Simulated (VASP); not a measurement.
# ClSnIH2 in VASP: further runs, part 2 of 3

VASP 6.6.1. Earlier steps stand in the parts before.

## Step 3: Relaxation of the atoms, PBE (atoms moved at random, drawn with an rms of 0.02 Å)

File INCAR:

```
ALGO     = Fast           # electronic algorithm
EDIFF    = 1E-7           # SCF threshold, eV
EDIFFG   = -0.01          # ionic threshold
ENCUT    = 520            # plane-wave cutoff, eV
GGA      = PE             # functional
IBRION   = 2              # ionic algorithm
ISIF     = 2              # what is computed and relaxed
ISMEAR   = 0              # smearing method
LASPH    = T              # aspherical terms in the spheres
LCHARG   = F              # write CHGCAR
LREAL    = F              # projectors in reciprocal space
LWAVE    = F              # write WAVECAR
NELM     = 60             # most SCF steps
NSW      = 60             # ionic steps
PREC     = Accurate       # precision mode
SIGMA    = 0.01           # smearing width, eV
```

File KPOINTS:

```
k-points
0
Gamma
  1 1 1
```

File POSCAR:

```
SnH2ICl
1.0
   13.0000000000      0.0000000000      0.0000000000
    0.0000000000     12.0000000000      0.0000000000
    0.0000000000      0.0000000000     13.0000000000
Cl Sn I H
1 1 1 2
Direct
    0.3664260000      0.5635800000      0.5316890000
    0.5198630000      0.5003450000      0.4633390000
    0.6332860000      0.4261140000      0.6207660000
    0.4956130000      0.3908850000      0.3837570000
    0.5830530000      0.6118130000      0.4108170000
```

Potentials or basis: VASP PAW PBE potentials, release 64 (Cl, Sn_d, I, H).

Launch:

```
cat potpaw_PBE.64/Cl/POTCAR potpaw_PBE.64/Sn_d/POTCAR potpaw_PBE.64/I/POTCAR potpaw_PBE.64/H/POTCAR > POTCAR
mpirun -np 1 vasp_gam > vasp.out
```

OUTCAR:

```text
EDIFF = 1E-7
   EDIFFG = -0.01
   ENCUT = 520
   GGA = PE
   IBRION = 2
   ISIF = 2
   ISMEAR = 0
   LASPH = T
   LREAL = F
   NELM = 60
   NSW = 60
   PREC = Accurate

 ion  position               nearest neighbor table
   1  0.366  0.564  0.532-   2 2.31
   2  0.520  0.500  0.463-   4 1.70   5 1.71   1 2.31   3 2.68
   3  0.633  0.426  0.621-   2 2.68
   4  0.496  0.391  0.384-   2 1.70
   5  0.583  0.612  0.411-   2 1.71

  LATTYP: Found a simple tetragonal cell.
 ALAT       =    13.0000000000
 C/A-ratio  =     0.9230769231

  Lattice vectors:

 A1 = ( -13.0000000000,   0.0000000000,   0.0000000000)
 A2 = (   0.0000000000,   0.0000000000,  13.0000000000)
 A3 = (   0.0000000000,  12.0000000000,   0.0000000000)

Analysis of symmetry for initial positions (statically):
=====================================================================
 Subroutine PRICEL returns:
 Original cell was already a primitive cell.

 Routine SETGRP: Setting up the symmetry group for a
 simple tetragonal supercell.

 Subroutine GETGRP returns: Found  1 space group operations
 (whereof  1 operations were pure point group operations)
 out of a pool of 16 trial point group operations.

The static configuration has the point symmetry C_1 .

Analysis of symmetry for dynamics (positions and initial velocities):
=====================================================================
 Subroutine PRICEL returns:
 Original cell was already a primitive cell.

 Routine SETGRP: Setting up the symmetry group for a
 simple tetragonal supercell.

 Subroutine GETGRP returns: Found  1 space group operations
 (whereof  1 operations were pure point group operations)
 out of a pool of 16 trial point group operations.

The dynamic configuration has the point symmetry C_1 .

 Subroutine INISYM returns: Found  1 space group operations
 (whereof  1 operations are pure point group operations),
 and found     1 'primitive' translations

----------------------------------------------------------------------------------------

                                     Primitive cell

  volume of cell :    2028.0000

  direct lattice vectors                    reciprocal lattice vectors
    13.000000000  0.000000000  0.000000000     0.076923077  0.000000000  0.000000000
     0.000000000 12.000000000  0.000000000     0.000000000  0.083333333  0.000000000
     0.000000000  0.000000000 13.000000000     0.000000000  0.000000000  0.076923077

  length of vectors
    13.000000000 12.000000000 13.000000000     0.076923077  0.083333333  0.076923077

  position of ions in fractional coordinates (direct lattice)
     0.366426000  0.563580000  0.531689000
     0.519863000  0.500345000  0.463339000
     0.633286000  0.426114000  0.620766000
     0.495613000  0.390885000  0.383757000
     0.583053000  0.611813000  0.410817000

  ion indices of the primitive-cell ions
   primitive index   ion index
                 1           1
                 2           2
                 3           3
                 4           4
                 5           5

----------------------------------------------------------------------------------------

 KPOINTS: k-points

Automatic generation of k-mesh.
 Grid dimensions read from file:
 generate k-points for:    1    1    1

 Generating k-lattice:

  Cartesian coordinates                     Fractional coordinates (reciprocal lattice)
     0.076923077  0.000000000  0.000000000     1.000000000  0.000000000  0.000000000
     0.000000000  0.083333333  0.000000000     0.000000000  1.000000000  0.000000000
     0.000000000  0.000000000  0.076923077     0.000000000  0.000000000  1.000000000

  Length of vectors
     0.076923077  0.083333333  0.076923077

  Shift w.r.t. Gamma in fractional coordinates (k-lattice)
     0.000000000  0.000000000  0.000000000

 Subroutine IBZKPT returns following result:
 ===========================================

 Found      1 irreducible k-points:

 Following reciprocal coordinates:
            Coordinates               Weight
  0.000000  0.000000  0.000000      1.000000
   k-points           NKPTS =      1   k-points in BZ     NKDIM =      1   number of bands    NBANDS=     19
   number of dos      NEDOS =    301   number of ions     NIONS =      5
   total plane-waves  NPLWV = 864360
   dimension x,y,z NGX =    98 NGY =   90 NGZ =   98
   dimension x,y,z NGXF=   196 NGYF=  180 NGZF=  196
   ions per type =               1   1   1   2
   NGX,Y,Z   is equivalent  to a cutoff of  12.53, 12.47, 12.53 a.u.
   NGXF,Y,Z  is equivalent  to a cutoff of  25.06, 24.94, 25.06 a.u.
 SYSTEM =  unknown system
   PREC   = accura    normal or accurate (medium, high low for compatibility)
   ISTART =      0    job   : 0-new  1-cont  2-samecut
   ICHARG =      2    charge: 1-file 2-atom 10-const
   ISPIN  =      1    spin polarized calculation?
   LNONCOLLINEAR =      F non collinear calculations
   LSORBIT =      F    spin-orbit coupling
   LASPH  =      T    aspherical Exc in radial PAW
   ENCUT  =  520.0 eV  38.22 Ry    6.18 a.u.  24.17 22.31 24.17*2*pi/ulx,y,z
   NELM   =     60;   NELMIN=  2; NELMDL= -5     # of ELM steps
   EDIFF  = 0.1E-06   stopping-criterion for ELM
   LREAL  =      F    real-space projection
   EDIFFG = -.1E-01   stopping-criterion for IOM
   NSW    =     60    number of steps for IOM
   IBRION =      2    ionic relax: 0-MD 1-quasi-New 2-CG
   NFREE  =      1    steps in history (QN), initial steepest desc. (CG)
   ISIF   =      2    stress and relaxation
   ISYM   =      2    0-nonsym 1-usesym 2-fastsym
   POTIM  = 0.5000    time-step for ionic-motion
   TEBEG  =    0.0;   TEEND  =   0.0 temperature during run
   PSTRESS=    0.0 pullay stress
   NELECT =      30.0000    total number of electrons
   NUPDOWN=      -1.0000    fix difference up-down
   EMIN   =  10.00;   EMAX   =-10.00  energy-range for DOS
   EFERMI =   0.00;   METHOD = LEGACY
   ISMEAR =     0;   SIGMA  =   0.01  broadening in eV -4-tet -1-fermi 0-gaus
   EFERMI_NEDOS =   21; number of points for ismear=-14 and -15
   IALGO  =     68    algorithm
   IMIX   =      4    mixing-type and parameters
     AMIX     =   0.40;   BMIX     =  1.00
     AMIX_MAG =   1.60;   BMIX_MAG =  1.00
  volume/ion in A,a.u.               =     405.60      2737.12
  Fermi-wavevector in a.u.,A,eV,Ry     =   0.401876  0.759436  2.197405  0.161505
  Thomas-Fermi vector in A             =   1.351762
   LORBIT       =      0    0 simple, 1 ext, 2 COOP (PROOUT), +10 PAW based schemes
   GGA     = PE    functional components
   LHFCALC =     F    Hartree Fock is set to
   AEXX    =    0.0000 exact exchange contribution
   IVDW    =     0    specifies the selected vdW correction
   LEPSILON=     F    determine dielectric tensor
   LRPA    =     F    only Hartree local field effects (RPA)
 conjugate gradient relaxation of ions
 non-spin polarized calculation
 RMM-DIIS sequential band-by-band and
 Gauss-broadening in eV      SIGMA  =   0.01
  energy-cutoff  :      520.00
  volume of cell :     2028.00
 maximum number of plane-waves:     27285
 NGX is ok and might be reduce to    98
   NGX = 49   NGY = 45   NGZ = 49

--------------------------------------- Ionic step        1  -------------------------------------------

 number of electron      30.0000009 magnetization

 Free energy of the ion-electron system (eV)
  ---------------------------------------------------
  ext. energy  EPLUGINS =         0.00000000
  ---------------------------------------------------
  free energy    TOTEN  =       -14.95093416 eV

  energy without entropy =      -14.95093416  energy(sigma->0) =      -14.95093416

------------------------ aborting loop because EDIFF is reached ----------------------------------------

  FORCE on cell =-STRESS in cart. coord.  units (eV):
  Direction    XX          YY          ZZ          XY          YZ          ZX
  --------------------------------------------------------------------------------------
  -------------------------------------------------------------------------------------
  Total        1.0578397      0.3560755      0.6205514     -0.3987090      0.0146012      0.0338888
  in kB        0.8357233      0.2813097      0.4902531     -0.3149914      0.0115353      0.0267731
  external PRESSURE =       0.5357621 kB  Pullay stress =       0.0000000 kB
[... 98 lines left out ...]
  FREE ENERGIE OF THE ION-ELECTRON SYSTEM (eV)
  ---------------------------------------------------
  free  energy   TOTEN  =       -14.9631858715 eV

  energy  without entropy=      -14.9631858715  energy(sigma->0) =      -14.96318587

[... ionic steps 4 to 10 ...]

--------------------------------------- Ionic step       11  -------------------------------------------

 number of electron      30.0000004 magnetization

------------------------ aborting loop because EDIFF is reached ----------------------------------------
[... 73 lines left out ...]
--------------------------------------- Ionic step       13  -------------------------------------------

 number of electron      30.0000004 magnetization

 Free energy of the ion-electron system (eV)
  ---------------------------------------------------
  ext. energy  EPLUGINS =         0.00000000
  ---------------------------------------------------
  free energy    TOTEN  =       -14.96881005 eV

  energy without entropy =      -14.96881005  energy(sigma->0) =      -14.96881005

 E-fermi :  -6.2645     XC(G=0):  -0.9288

 val. band max:       -6.3234312952   @ k =   0.0000   0.0000   0.0000
 cond. band min:      -2.4312634590   @ k =   0.0000   0.0000   0.0000
 fundamental gap:      3.8921678362
 Fermi energy:        -6.2645205595

 k-point     1 :       0.0000    0.0000    0.0000
  band No.  band energies     occupation
      1     -26.6872      2.00000
      2     -26.6248      2.00000
      3     -26.5566      2.00000
      4     -26.4934      2.00000
      5     -26.4902      2.00000
      6     -19.6950      2.00000
[... 43 lines left out ...]
  FREE ENERGIE OF THE ION-ELECTRON SYSTEM (eV)
  ---------------------------------------------------
  free  energy   TOTEN  =       -14.9688100486 eV

  energy  without entropy=      -14.9688100486  energy(sigma->0) =      -14.96881005

 reached required accuracy - stopping structural energy minimisation
```

Wall time 15 min (1 thread of AMD EPYC 9R45 (Zen 5), shared host); peak memory 1.8 GiB.

Results:

* Free energy: -14.9688 eV
* Energy gained by relaxing: 3.6 meV/atom
* Ionic steps: 13
* Largest force after relaxing: 0.009 eV/Å
* Gap between the frontier levels: 3.89 eV

Forces on the atoms (eV/Å):
```
Cl  -0.005  0.001 -0.007
Sn  -0.005  0.002 -0.002
I    0.007 -0.003 -0.006
H   -0.001 -0.002  0.009
H    0.004  0.002  0.006
```

Step by step:
| step | energy change (eV) | largest force (eV/Å) | pressure (GPa) |
| --- | --- | --- | --- |
| 1 | 0.0000 | 0.4935 | 0.05 |
| 2 | -0.0121 | 0.1917 | 0.01 |
| 3 | -0.0123 | 0.1698 | 0.02 |
| 4 | -0.0151 | 0.0945 | 0.00 |
| 5 | -0.0156 | 0.0857 | -0.01 |
| 6 | -0.0165 | 0.0710 | -0.01 |
| 7 | -0.0168 | 0.1148 | -0.01 |
| 8 | -0.0174 | 0.0720 | -0.01 |
| 9 | -0.0178 | 0.0503 | -0.01 |
| 10 | -0.0178 | 0.0523 | -0.01 |
| 11 | -0.0179 | 0.0107 | 0.00 |
| 12 | -0.0179 | 0.0106 | 0.00 |
| 13 | -0.0179 | 0.0094 | 0.00 |

Final structure:
```yaml
crystal:
  lattice:
    - [13.00000, 0.00000, 0.00000]
    - [0.00000, 12.00000, 0.00000]
    - [0.00000, 0.00000, 13.00000]
  atoms:
    - { symbol: Cl, position: [0.36491, 0.56407, 0.53040] }
    - { symbol: Sn, position: [0.52219, 0.49989, 0.46386] }
    - { symbol: I, position: [0.63538, 0.42459, 0.62312] }
    - { symbol: H, position: [0.49384, 0.39124, 0.38311] }
    - { symbol: H, position: [0.58193, 0.61295, 0.40987] }
```

Caveat: spin-orbit coupling is left out, which moves the levels of the heavy elements.

## Step 4: Atomic charges, PBE+TS

File INCAR:

```
SYSTEM = SnH2ICl
PREC     = Accurate       ! precision mode
ENCUT    = 520            ! plane-wave cutoff, eV
EDIFF    = 1E-7           ! SCF threshold, eV
ISMEAR   = 0              ! smearing method
SIGMA    = 0.01           ! smearing width, eV
LREAL    = .False.        ! projectors in reciprocal space
LASPH    = .True.         ! aspherical terms in the spheres
NELM     = 100            ! most SCF steps
ALGO     = Normal         ! electronic algorithm
ISIF     = 2              ! what is computed and relaxed
LWAVE    = .False.        ! write WAVECAR
LCHARG   = .True.         ! write CHGCAR
GGA      = PE             ! functional
IVDW     = 2              ! dispersion correction
LORBIT   = 10             ! projections on sites
LELF     = .True.         ! ELF
LVHAR    = .True.       
LVACPOTAV= .True.
```

File KPOINTS:

```
Automatic mesh
0
Gamma
  1 1 1
  0 0 0
```

File POSCAR:

```
SnH2ICl
1.0
   13.0000000000      0.0000000000      0.0000000000
    0.0000000000     12.0000000000      0.0000000000
    0.0000000000      0.0000000000     13.0000000000
Cl Sn I H
1 1 1 2
Direct
    0.3671038500      0.5631375000      0.5299500000
    0.5225038500      0.4999041700      0.4638423100
    0.6348961500      0.4257458300      0.6210269200
    0.4947730800      0.3918791700      0.3842038500
    0.5820038500      0.6116208300      0.4101653800
```

Launch:

```
cat potpaw_PBE.64/Cl/POTCAR potpaw_PBE.64/Sn_d/POTCAR potpaw_PBE.64/I/POTCAR potpaw_PBE.64/H/POTCAR > POTCAR
mpirun -np 1 vasp_gam > vasp.out
```

Run time: 2.5 min. Hardware: 1 thread of AMD EPYC 9R45 (Zen 5), shared host; peak memory 1.5 GiB.

It converged, with:

```
Free energy                                           : -15.0010 eV
Largest force                                         : 0.392 eV/Å
Gap between the frontier levels                       : 4.08 eV
Valence electrons inside the program's atomic spheres : Cl 5.12; Sn 12.43; I 4.30; H 0.53
Hirshfeld charges                                     : Cl -0.19; Sn +0.41; I -0.10; H -0.06 e
Dispersion energy per atom                            : -0.009 eV
```

Forces in eV/Å, atoms in the order of the input:
```
Cl  -0.345  0.132  0.131
Sn   0.106 -0.026 -0.150
I    0.190 -0.113  0.247
H   -0.049 -0.167 -0.136
H    0.098  0.175 -0.092
```

Levels at points of the mesh, in eV from the valence-band top:
```
           k point  band 13  band 14  band 15  band 16  band 17  band 18
(0.00, 0.00, 0.00)    -0.87    -0.07     0.00     4.08     5.10     5.69
```

Caveat: spin-orbit coupling is left out, which moves the levels of the heavy elements. Expect the measured gap to be larger: semilocal functionals such as PBE lack the derivative discontinuity.

## Step 5: Electron localisation function, PBE

File INCAR:

```
SYSTEM = SnH2ICl
PREC     = Accurate       ! precision mode
ENCUT    = 520            ! plane-wave cutoff, eV
EDIFF    = 1E-6           ! SCF threshold, eV
ISMEAR   = 0              ! smearing method
SIGMA    = 0.01           ! smearing width, eV
LREAL    = .False.        ! projectors in reciprocal space
LASPH    = .True.         ! aspherical terms in the spheres
NELM     = 60             ! most SCF steps
ALGO     = Normal         ! electronic algorithm
ISIF     = 2              ! what is computed and relaxed
LWAVE    = .False.        ! write WAVECAR
LCHARG   = .True.         ! write CHGCAR
GGA      = PE             ! functional
LELF     = .True.         ! ELF
```

File KPOINTS:

```
regular mesh
0
Gamma
  1 1 1
  0 0 0
```

POSCAR is that of step 4.

Launch:

```
cat potpaw_PBE.64/Cl/POTCAR potpaw_PBE.64/Sn_d/POTCAR potpaw_PBE.64/I/POTCAR potpaw_PBE.64/H/POTCAR > POTCAR
mpirun -np 1 vasp_gam > vasp.out
```

Wall time 2 min (1 thread of AMD EPYC 9R45 (Zen 5), shared host); peak memory 1.3 GiB.

The run converged. Its results:

| Quantity | Value |
| --- | --- |
| Free energy | -14.9554 eV |
| Largest force | 0.380 eV/Å |
| Gap between the frontier levels | 4.08 eV |

Forces in eV/Å, atoms in the order of the input:
```
Cl  -0.334  0.128  0.127
Sn   0.106 -0.026 -0.149
I    0.185 -0.111  0.245
H   -0.051 -0.165 -0.134
H    0.094  0.175 -0.090
```

Levels at points of the mesh, in eV from the valence-band top:
| k point | band 11 | band 12 | band 13 | band 14 | band 15 | band 16 | band 17 | band 18 | band 19 |
| --- | --- | --- | --- | --- | --- | --- | --- | --- | --- |
| (0.00, 0.00, 0.00) | -1.97 | -0.88 | -0.87 | -0.07 | 0.00 | 4.08 | 5.10 | 5.69 | 6.32 |

Caveat: spin-orbit coupling is left out, which moves the levels of the heavy elements. A hybrid or GW would open this gap; PBE tends to underestimate it.

(Continued in part 3 of 3.)
